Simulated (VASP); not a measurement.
**TaSi2 with PBEsol: from relaxation to properties**

Aim: relax TaSi2, then compute properties on the relaxed cell. The steps: relaxing cell and atoms (PBEsol), single point with fields (PBEsol), band structure (PBEsol), total and projected DOS (PBEsol), vibrations at Γ (PBEsol) and optical spectrum (PBEsol). The start is a cell from a database of measured crystal structures.

Calculated with VASP 6.6.1; PBEsol; plane waves and PAW (Ta_pv, Si).

The database entry behind the starting cell has ideal inner coordinates that were not refined, so it need not match the best structure at ambient conditions.

### Step 1. The structure

Before any relaxation, the start is as follows. Symmetry: P6_222, No. 180, hexagonal system. The conventional cell has a = 4.780 Å, b = 4.780 Å, c = 6.564 Å, α = 90.00°, β = 90.00°, γ = 120.00°. Nearest to Ta lie 10 Si at 2.59 to 2.76 Å. Si has 5 Si at 2.59 to 2.76 Å and 5 Ta at 2.59 to 2.76 Å nearest. Farther neighbours are not listed.

### Step 2. Relaxing cell and atoms (PBEsol)

The start need not lie at this functional's minimum. ISIF = 3 frees volume, shape and positions, and EDIFFG sets the threshold on forces and stress at which the search stops. PBEsol restores the gradient expansion of exchange and is tuned for the cells of solids.

Contents of INCAR:

```
SYSTEM = TaSi2
PREC = Accurate
ENCUT = 400
EDIFF = 1E-06
NELM = 100
ISMEAR = 0
SIGMA = 0.05
LREAL = .FALSE.
ALGO = Normal
GGA = PS
NBANDS = 37
LASPH = .TRUE.
LORBIT = 11
LWAVE = .FALSE.
LCHARG = .FALSE.
KPAR = 8
IBRION = 2
NSW = 60
ISIF = 3
EDIFFG = -0.01
```

Contents of POSCAR:

```
TaSi2
1.0
    4.7800000000      0.0000000000      0.0000000000
   -2.3900000000      4.1396014301      0.0000000000
    0.0000000000      0.0000000000      6.5640000000
Ta Si
3 6
Direct
    0.5000000000      0.0000000000      0.5000000000
    0.5000000000      0.5000000000      0.8333333333
    0.0000000000      0.5000000000      0.1666666667
    0.1666500000      0.3333000000      0.5000000000
    0.8333500000      0.1666500000      0.8333333333
    0.6667000000      0.8333500000      0.1666666667
    0.8333500000      0.6667000000      0.5000000000
    0.1666500000      0.8333500000      0.8333333333
    0.3333000000      0.1666500000      0.1666666667
```

Contents of KPOINTS:

```
Automatic mesh
0
Gamma
7 7 4
0 0 0
```

Potentials, in the order of the species: Ta_pv and Si (PBE family, release 64).

Launch:

```sh
$ mpirun -np 8 vasp_std
```

Log:

```text
[banner, memory and clock lines left out]
running    8 mpi-ranks, on    1 nodes
 distrk:  each k-point on    1 cores,    8 groups
 distr:  one band on    1 cores,    1 groups

 POSCAR found type information on POSCAR TaSi
 POSCAR found :  2 types and       9 ions
|                                                                             |
|           W    W    AA    RRRRR   N    N  II  N    N   GGGG   !!!           |
|           W    W   A  A   R    R  NN   N  II  NN   N  G    G  !!!           |
|           W    W  A    A  R    R  N N  N  II  N N  N  G       !!!           |
|           W WW W  AAAAAA  RRRRR   N  N N  II  N  N N  G  GGG   !            |
|           WW  WW  A    A  R   R   N   NN  II  N   NN  G    G                |
|           W    W  A    A  R    R  N    N  II  N    N   GGGG   !!!           |
|                                                                             |
|     For optimal performance we recommend to set                             |
|       NCORE = 2 up to number-of-cores-per-socket                            |
|     NCORE specifies how many cores store one orbital (NPAR=cpu/NCORE).      |
|     This setting can greatly improve the performance of VASP for DFT.       |
|     The default, NCORE=1 might be grossly inefficient on modern             |
|     multi-core architectures or massively parallel machines. Do your        |
|     Unfortunately you need to use the default for GW and RPA                |
|     calculations (for HF NCORE is supported but not extensively tested      |
|     yet).                                                                   |
|                                                                             |

|                                                                             |
|               ----> ADVICE to this user running VASP <----                  |
|                                                                             |
|     You enforced a specific xc type in the INCAR file but a different       |
|     [... a line on the potential file left out ...]
|     I HOPE YOU KNOW WHAT YOU ARE DOING!                                     |
|                                                                             |

 LDA part: xc-table for (Slater+PW92), standard interpolation
 POSCAR, INCAR and KPOINTS ok, starting setup
 FFT: planning ... GRIDC
 FFT: planning ... GRID_SOFT
 FFT: planning ... GRID
 WAVECAR not read
 entering main loop
       N       E                     dE             d eps       ncg     rms          rms(c)
DAV:   1     0.337572274161E+03    0.33757E+03   -0.24406E+04  1800   0.119E+03
DAV:   2    -0.624259425503E+02   -0.40000E+03   -0.38974E+03  2056   0.329E+02
DAV:   3    -0.791908207060E+02   -0.16765E+02   -0.16502E+02  2304   0.614E+01
DAV:   4    -0.794782338970E+02   -0.28741E+00   -0.28553E+00  2240   0.802E+00
DAV:   5    -0.794827185056E+02   -0.44846E-02   -0.44805E-02  2171   0.102E+00    0.326E+01
DAV:   6    -0.775134652789E+02    0.19693E+01   -0.73187E+00  2228   0.126E+01    0.150E+01
DAV:   7    -0.772371762789E+02    0.27629E+00   -0.51549E-01  2208   0.360E+00    0.431E+00
DAV:   8    -0.772104714764E+02    0.26705E-01   -0.49794E-02  2294   0.103E+00    0.454E-01
DAV:   9    -0.772096087638E+02    0.86271E-03   -0.30409E-03  2280   0.300E-01    0.242E-01
DAV:  10    -0.772094745110E+02    0.13425E-03   -0.46514E-04  2212   0.125E-01    0.643E-02
DAV:  11    -0.772094666011E+02    0.79099E-05   -0.33399E-05  2296   0.289E-02    0.152E-02
DAV:  12    -0.772094651240E+02    0.14771E-05   -0.32241E-06  1832   0.932E-03    0.376E-03
DAV:  13    -0.772094643315E+02    0.79252E-06   -0.27894E-07  1264   0.292E-03
   1 F= -.77209464E+02 E0= -.77205491E+02  d E =-.772095E+02
 curvature:   0.00 expect dE= 0.000E+00 dE for cont linesearch  0.000E+00
 trial: gam= 0.00000 g(F)=  0.170E+00 g(S)=  0.282E-01 ort = 0.000E+00 (trialstep = 0.100E+01)
 search vector abs. value=  0.198E+00
 bond charge predicted
       N       E                     dE             d eps       ncg     rms          rms(c)
DAV:   1    -0.774016846656E+02   -0.19222E+00   -0.54021E+00  1946   0.126E+01    0.197E+00
DAV:   2    -0.773488672526E+02    0.52817E-01   -0.25759E-01  2108   0.287E+00    0.769E-01
DAV:   3    -0.773360915508E+02    0.12776E-01   -0.37685E-02  2275   0.106E+00    0.280E-01
DAV:   4    -0.773350339613E+02    0.10576E-02   -0.57332E-03  2201   0.305E-01    0.141E-01
DAV:   5    -0.773348279889E+02    0.20597E-03   -0.13429E-03  2219   0.212E-01    0.105E-01
DAV:   6    -0.773348243162E+02    0.36727E-05   -0.13885E-04  2206   0.573E-02    0.194E-02
DAV:   7    -0.773348243319E+02   -0.15657E-07   -0.16758E-05  2160   0.162E-02    0.755E-03
DAV:   8    -0.773348244535E+02   -0.12166E-06   -0.74562E-07  1244   0.524E-03
   2 F= -.77334824E+02 E0= -.77332294E+02  d E =-.125360E+00
[...]
3 F= -.77341134E+02 E0= -.77339023E+02  d E =-.131669E+00
[...]
4 F= -.77351966E+02 E0= -.77349840E+02  d E =-.108322E-01
[...]
5 F= -.77357994E+02 E0= -.77355905E+02  d E =-.168605E-01
[...]
6 F= -.77358019E+02 E0= -.77355870E+02  d E =-.252923E-04
 trial-energy change:   -0.000025  1 .order   -0.000164   -0.006481    0.006154
 step:   0.4848(harm=  0.5008)  dis= 0.00065  next Energy=   -77.359586 (dE=-0.159E-02)
 bond charge predicted
       N       E                     dE             d eps       ncg     rms          rms(c)
DAV:   1    -0.773628807162E+02   -0.48605E-02   -0.13710E-01  1859   0.216E+00    0.404E-01
DAV:   2    -0.773603959469E+02    0.24848E-02   -0.52178E-03  2225   0.441E-01    0.167E-01
DAV:   3    -0.773597072109E+02    0.68874E-03   -0.14387E-03  2310   0.206E-01    0.504E-02
DAV:   4    -0.773596862440E+02    0.20967E-04   -0.15695E-04  2225   0.568E-02    0.277E-02
DAV:   5    -0.773596831073E+02    0.31368E-05   -0.41746E-05  2185   0.330E-02    0.178E-02
DAV:   6    -0.773596807229E+02    0.23844E-05   -0.15877E-05  1993   0.179E-02    0.350E-03
DAV:   7    -0.773596805997E+02    0.12314E-06   -0.77365E-07  1224   0.488E-03
   7 F= -.77359681E+02 E0= -.77357543E+02  d E =-.168641E-02
 curvature:  -0.27 expect dE=-0.219E-04 dE for cont linesearch -0.197E-05
 trial: gam=-0.01725 g(F)=  0.217E-04 g(S)=  0.581E-04 ort = 0.229E-03 (trialstep = 0.878E+00)
 search vector abs. value=  0.740E-04
 reached required accuracy - stopping structural energy minimisation
```

It took 37 s on 8 MPI ranks of Intel Xeon 6975P-C (Granite Rapids), shared host; peak memory 2.2 GiB.

The logs omit lines about the potential files and the build; timing stands in the text.

Parts of OUTCAR (step 2):

```text
ion  position               nearest neighbor table
   1  0.500  0.000  0.500-   6 2.59   9 2.59   8 2.59   5 2.59   4 2.76   7 2.76   7 2.76   4 2.76
                             4 2.76   7 2.76   2 3.24   2 3.24   3 3.24   3 3.24
   2  0.500  0.500  0.833-   4 2.59   7 2.59   6 2.59   9 2.59   8 2.76   5 2.76   8 2.76   5 2.76
                             8 2.76   5 2.76   1 3.24   1 3.24   3 3.24   3 3.24
   3  0.000  0.500  0.167-   4 2.59   7 2.59   5 2.59   8 2.59   6 2.76   9 2.76   9 2.76   6 2.76
                             6 2.76   9 2.76   1 3.24   1 3.24   2 3.24   2 3.24
   4  0.167  0.333  0.500-   5 2.59   9 2.59   3 2.59   2 2.59   7 2.76   1 2.76   1 2.76   1 2.76
                             7 2.76   7 2.76
   5  0.833  0.167  0.833-   4 2.59   6 2.59   1 2.59   3 2.59   8 2.76   2 2.76   2 2.76   2 2.76
                             8 2.76   8 2.76
   6  0.667  0.833  0.167-   7 2.59   5 2.59   1 2.59   2 2.59   9 2.76   3 2.76   3 2.76   3 2.76
                             9 2.76   9 2.76
   7  0.833  0.667  0.500-   8 2.59   6 2.59   3 2.59   2 2.59   4 2.76   1 2.76   1 2.76   1 2.76
                             4 2.76   4 2.76
   8  0.167  0.833  0.833-   7 2.59   9 2.59   1 2.59   3 2.59   5 2.76   2 2.76   2 2.76   2 2.76
                             5 2.76   5 2.76
   9  0.333  0.167  0.167-   4 2.59   8 2.59   1 2.59   2 2.59   6 2.76   3 2.76   3 2.76   3 2.76
                             6 2.76   6 2.76

  LATTYP: Found a hexagonal cell.
 ALAT       =     4.7800000000
 C/A-ratio  =     1.3732217573

 Subroutine GETGRP returns: Found 12 space group operations
 (whereof  4 operations were pure point group operations)

The static configuration has the point symmetry D_2 .
 The point group associated with its full space group is D_6 .

 Found     24 irreducible k-points:

   k-points           NKPTS =     24   k-points in BZ     NKDIM =     24   number of bands    NBANDS=     37

   dimension x,y,z NGX =    32 NGY =   32 NGZ =   48
   dimension x,y,z NGXF=    64 NGYF=   64 NGZF=   96

   ENCUT  =  400.0 eV  29.40 Ry    5.42 a.u.   7.79  7.79 10.70*2*pi/ulx,y,z

   NELECT =      57.0000    total number of electrons

 k-points in reciprocal lattice and weights: Automatic mesh
   0.00000000  0.00000000  0.00000000       0.005
   0.14285714 -0.00000000  0.00000000       0.031
   0.28571429  0.00000000  0.00000000       0.031
   0.42857143 -0.00000000  0.00000000       0.031
   0.14285714  0.14285714  0.00000000       0.031
   0.28571429  0.14285714  0.00000000       0.061
   0.42857143  0.14285714  0.00000000       0.031
   0.28571429  0.28571429  0.00000000       0.031
   0.00000000  0.00000000  0.25000000       0.010
[...]
0.42857143  0.14285714  0.50000000       0.031
   0.28571429  0.28571429  0.50000000       0.031

 average (electrostatic) potential at core
       1 -32.7589       2 -32.7589       3 -32.7589       4 -79.8886       5 -79.8886
       6 -79.8886       7 -79.8886       8 -79.8886       9 -79.8886

 E-fermi :   9.3979

 k-point     1 :       0.0000    0.0000    0.0000
  band No.  band energies     occupation
    ...
     25       6.8796      2.00000
     26       7.0046      2.00000
     27       7.1748      2.00000
     28       7.1748      2.00000
     29       7.9129      2.00000
     30      10.0778      0.00000
     31      12.4116      0.00000
     32      12.4116      0.00000
     33      12.8877      0.00000
     34      13.0032      0.00000
    ...

 k-point     2 :       0.1429   -0.0000    0.0000
  band No.  band energies     occupation
    ...
     25       6.9781      2.00000
     26       7.2586      2.00000
     27       7.2700      2.00000
     28       7.5059      2.00000
     29       7.8019      2.00000
     30      10.1184      0.00000
     31      11.8564      0.00000
     32      12.2095      0.00000
     33      12.3380      0.00000
     34      12.6991      0.00000
    ...

 k-point     3 :       0.2857    0.0000    0.0000
  band No.  band energies     occupation
    ...
     25       7.3455      2.00000
     26       7.6867      2.00000
     27       7.7600      2.00000
     28       8.1752      2.00000
     29       8.1979      2.00000
     30       9.6426      0.00000
     31      11.0671      0.00000
     32      11.3708      0.00000
     33      11.8987      0.00000
     34      12.3318      0.00000
    ...

  Total        0.0700323      0.0700323     -0.0320104      0.0000000      0.0000000      0.0000000
  in kB        0.8714525      0.8714525     -0.3983246      0.0000000      0.0000000      0.0000000
  external PRESSURE =       0.4481935 kB  Pullay stress =       0.0000000 kB

  energy-cutoff  :      400.00
  volume of cell :      128.76
      direct lattice vectors                 reciprocal lattice vectors
     4.757565780  0.000000000 -0.000000000     0.210191524  0.121354133  0.000000000
    -2.378782890  4.120172826 -0.000000000    -0.000000000  0.242708265  0.000000000
     0.000000000  0.000000000  6.568478275    -0.000000000  0.000000000  0.152242263

 POSITION                                       TOTAL-FORCE (eV/Angst)
 -----------------------------------------------------------------------------------
      2.37878      0.00000      3.28424        -0.000000     -0.000000     -0.000000
      1.18939      2.06009      5.47373        -0.000000     -0.000000     -0.000000
     -1.18939      2.06009      1.09475        -0.000000     -0.000000      0.000000
     -0.00000      1.31366      3.28424        -0.000000      0.008656     -0.000000
      3.61990      0.65683      5.47373        -0.007496      0.004328     -0.000000
      1.24112      3.46334      1.09475        -0.007496     -0.004328      0.000000
      2.37878      2.80651      3.28424        -0.000000     -0.008656      0.000000
     -1.24112      3.46334      5.47373         0.007496     -0.004328      0.000000
      1.13767      0.65683      1.09475         0.007496      0.004328     -0.000000
 -----------------------------------------------------------------------------------
    total drift:                               -0.000000      0.000000      0.000000

  FREE ENERGIE OF THE ION-ELECTRON SYSTEM (eV)
  ---------------------------------------------------
  free  energy   TOTEN  =       -77.3596805997 eV

  energy  without entropy=      -77.3554053880  energy(sigma->0) =      -77.35754299

 reached required accuracy - stopping structural energy minimisation

 total charge
# of ion       s       p       d       tot
------------------------------------------
    1        0.290   6.199   2.553   9.042
    2        0.290   6.199   2.553   9.042
    3        0.290   6.199   2.553   9.042
    4        0.753   0.888   0.000   1.641
    5        0.753   0.888   0.000   1.641
    6        0.753   0.888   0.000   1.641
    7        0.753   0.888   0.000   1.641
    8        0.753   0.888   0.000   1.641
    9        0.753   0.888   0.000   1.641
--------------------------------------------------
tot          5.385  23.926   7.658  36.969

[... 3 further parts left out ...]
```

This run has no spin polarisation. Its electron count is odd, so without a moment it is a metal by construction. The PAW data sets were made with PBE, which is usual practice but a small mismatch for other functionals. The run keeps the 12 symmetry operations of its start, so it cannot find a distortion of lower symmetry.

Relaxation path:

| step | energy less that of the first step (eV) | largest force (eV/Å) | pressure (GPa) | volume (Å³) |
| --- | --- | --- | --- | --- |
| 1 | 0.0000 | 0.7670 | -1.02 | 129.88 |
| 2 | -0.1254 | 0.3039 | 0.89 | 128.16 |
| 3 | -0.1317 | 0.1491 | 1.57 | 127.67 |
| 4 | -0.1425 | 0.0994 | -1.64 | 129.88 |
| 5 | -0.1485 | 0.0082 | -0.48 | 129.04 |
| 6 | -0.1486 | 0.0088 | 0.58 | 128.46 |
| 7 | -0.1502 | 0.0087 | 0.04 | 128.76 |

| conventional cell, symmetrised | before | after | change |
| --- | --- | --- | --- |
| a (Å) | 4.780 | 4.758 | -0.5 % |
| b (Å) | 4.780 | 4.758 | -0.5 % |
| c (Å) | 6.564 | 6.568 | +0.1 % |
| volume (Å³/atom) | 14.43 | 14.31 | -0.9 % |

The atoms that moved most (Å, as changes of fractional coordinates times the final cell):

| atom | dx | dy | dz | length |
| --- | --- | --- | --- | --- |
| Si4 | 0.000 | -0.060 | 0.000 | 0.060 |
| Si7 | 0.000 | 0.060 | 0.000 | 0.060 |
| Si6 | 0.052 | 0.030 | 0.000 | 0.060 |
| Si9 | -0.052 | -0.030 | 0.000 | 0.060 |
| Si8 | -0.052 | 0.030 | 0.000 | 0.060 |
| Si5 | 0.052 | -0.030 | 0.000 | 0.060 |

The relaxed structure:

```xyz
9
Lattice="4.7576 0.0000 0.0000 -2.3788 4.1202 0.0000 0.0000 0.0000 6.5685" Properties=species:S:1:pos:R:3 pbc="T T T"
Ta    2.3788    0.0000    3.2842
Ta    1.1894    2.0601    5.4737
Ta   -1.1894    2.0601    1.0947
Si    0.0000    1.3137    3.2842
Si    3.6199    0.6568    5.4737
Si    1.2411    3.4633    1.0947
Si    2.3788    2.8065    3.2842
Si   -1.2411    3.4633    5.4737
Si    1.1377    0.6568    1.0947
```

Numbers from this step:

| Property | Result |
| --- | --- |
| electrons | 57 |
| bands | 37 |
| irreducible k-points | 24 |
| symmetry operations | 12 |
| free energy (TOTEN) | -77.3597 eV |
| energy at zero smearing | -77.3575 eV |
| Fermi energy | 9.398 eV |
| pressure | 0.04482 GPa |
| metallic | yes |
| SCF cycles over all ionic steps | 56 |

It ends with a largest force of 0.009 eV/Å and a pressure of 0.04 GPa. The volume lies -0.9 % from that of the database's start, which holds the thermal and zero-point expansion of its experiment.

(Part 1 of 4 ends here.)

[Lines on the potential files, build, host, timing and source positions are cut from VASP's logs without a mark.]

[Logs are printed without paths, hosts, clocks, repeated set-up lines and the standing remarks that a program may print on its own settings, such as how far it seeks lower states.]

[Hosts, paths, dates, database ids (printed as entryN), source tags and the programs' standing remarks are cut or masked in the printed files.]

[A measured line is paired with the nearest computed mode of its activity, which favours agreement.]
